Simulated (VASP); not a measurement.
Here is the system:

```xyz
2
Lattice="2.7540 0.0000 0.0000 0.0000 2.7540 0.0000 0.0000 0.0000 2.7540" Properties=species:S:1:pos:R:3 pbc="T T T"
Ga     1.3770     1.3770     1.3770
Co     0.0000     0.0000     0.0000
```

Method: LDA (Ceperley-Alder, Perdew-Zunger), VASP's LDA PAW potentials (set 64) (plane waves; VASP). Numerical set-up: 520 eV cut-off, 13×13×13 Γ-centred mesh, first-order Methfessel-Paxton smearing of 0.10 eV, potentials Ga_d Co.

Problem. Estimate the energy per atom (σ→0), pressure, band gap (on the k-mesh) with the smallest direct gap where there is one.

Solution. 
```
Quantity                                                     Value
------------------------  ----------------------------------------
band gap (on the k-mesh)  none (metal, semimetal or under 0.01 eV)
energy per atom (σ→0)                               -6.235 eV/atom
pressure                                                 15.79 GPa
```

Only differences to runs with the same potentials and settings are physical.

The compound is CoGa in the CsCl type structure. This cell is one point of a volume scan, at 0.94 of the reference volume. The run is not spin-polarised, so no magnetic state was tried.
